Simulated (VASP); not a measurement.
A convergence study with VASP on Si (diamond): one setting is varied, all else stays as given below, so the limit is that of these other settings.

```xyz
2
Lattice="0.0000 2.7155 2.7155 2.7155 0.0000 2.7155 2.7155 2.7155 0.0000" Properties=species:S:1:pos:R:3 pbc="T T T"
Si     0.0000     0.0000     0.0000
Si     1.3577     1.3577     1.3578
```

Method: PBE GGA, VASP's PBE PAW potentials (set 64) (plane waves; VASP 6.6.1). The tightest run used: 550 eV cut-off, 17×17×17 Γ-centred mesh, Gaussian smearing of 0.050 eV, potentials Si.

Question: The settings run are 1×1×1 mesh; 2×2×2 mesh; 3×3×3 mesh; 5×5×5 mesh; 6×6×6 mesh; 7×7×7 mesh; 8×8×8 mesh; 10×10×10 mesh; 11×11×11 mesh; 12×12×12 mesh; 13×13×13 mesh; 14×14×14 mesh; 16×16×16 mesh; 17×17×17 mesh. From which on does the energy per atom stay within 0.001 eV/atom of the tightest run?

Answer: From 10×10×10 mesh on: it is off by 0.0004 there and by no more than 0.001 in any finer run, while 8×8×8 mesh is off by 0.0019.
```tsv
setting	E (eV/atom)	pressure (GPa)	irreducible k-points	difference judged (eV/atom)
1×1×1 mesh	3.0788	42.92	1	8.5013
2×2×2 mesh	-4.1457	9.83	3	1.2768
3×3×3 mesh	-5.1136	3.93	4	0.3089
5×5×5 mesh	-5.3903	2.15	10	0.0322
6×6×6 mesh	-5.4105	2.00	16	0.0120
7×7×7 mesh	-5.4178	1.95	20	0.0047
8×8×8 mesh	-5.4205	1.93	29	0.0019
10×10×10 mesh	-5.4221	1.93	47	0.0004
11×11×11 mesh	-5.4223	1.93	56	0.0002
12×12×12 mesh	-5.4224	1.93	72	0.0001
13×13×13 mesh	-5.4225	1.93	84	0.0000
14×14×14 mesh	-5.4225	1.93	104	0.0000
16×16×16 mesh	-5.4225	1.93	145	0.0000
17×17×17 mesh	-5.4225	1.93	165	0.0000
```

Left out are rungs that failed or repeat a setting and relaxations that didn't move; long series are thinned to 24 rows.

The compound is Si in the diamond structure. The cell was not relaxed at this level.
